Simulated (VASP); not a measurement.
Input:

```
MgSe
1.0
    0.00000     2.79667     2.76693
    2.65500     0.00000     2.76693
    2.65500     2.79667     0.00000
Mg Se
1 1
Cartesian
  0.00000   0.00000   0.00000
  2.68892   2.79667   2.76693
```

Level of theory: PBEsol GGA, VASP's PBE PAW potentials (set 64) (plane waves; VASP). Numerical set-up: 400 eV cut-off, 8×8×8 Γ-centred mesh, Gaussian smearing of 0.050 eV, potentials Mg Se.

Problem. Which forces act on the atoms, in eV/Å?

Solution. 
| atom | Fx | Fy | Fz |
|---|---|---|---|
| Mg1 | 0.139 | 0.000 | 0.000 |
| Se2 | -0.139 | 0.000 | 0.000 |

Problem. Give the stress tensor in GPa (positive for a compressed cell).

Solution. 
```
 2.23   0.00   0.00
 0.00  -2.58   0.00
 0.00   0.00  -1.78
```
The pressure is its mean diagonal, -0.71 GPa.

The compound is MgSe in the rock salt structure. The cell was not relaxed at this level, atoms are displaced from their ideal sites. The run is one of a series of settings (GGA = PS against the base run), some of them coarse on purpose.
